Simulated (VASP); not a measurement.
A convergence study with VASP on AlAs (zinc blende): one setting is varied, all else stays as given below, so the limit is that of these other settings.

```yaml
crystal:
  lattice:
    - [0.00000, 2.83000, 2.83000]
    - [2.83000, 0.00000, 2.83000]
    - [2.83000, 2.83000, 0.00000]
  atoms:
    - { symbol: Al, position: [0.00000, 0.00000, 0.00000] }
    - { symbol: As, position: [0.25000, 0.25000, 0.25000] }
```

Computed with PBE GGA, VASP's PBE PAW potentials (set 64) (plane waves; VASP). The tightest run used: 550 eV cut-off, 17×17×17 Γ-centred mesh, tetrahedra with Blöchl corrections, potentials Al As.

Gaps are read on the run's mesh, which can miss a band edge.

```tsv
setting	E (eV/atom)	pressure (GPa)	gap on the mesh (eV)	irreducible k-points
3×3×3 mesh	-4.4714	3.95	1.925	4
4×4×4 mesh	-4.6287	3.10	1.410	8
5×5×5 mesh	-4.6693	2.88	1.637	10
```

Question: These are the cheaper rows. Estimate the results at 17×17×17 mesh, and how far the last row shown lies from them.

Answer: 
| quantity | tightest run | last row shown is off by |
|---|---|---|
| E (eV/atom) | -4.6874 | 0.0180 |
| pressure (GPa) | 2.81 | 0.07 |
| gap on the mesh (eV) | 1.454 | 0.183 |

Left out are rungs that failed or repeat a setting and relaxations that didn't move; long series are thinned to 24 rows.

The compound is AlAs in the zinc blende structure. The cell was not relaxed at this level.
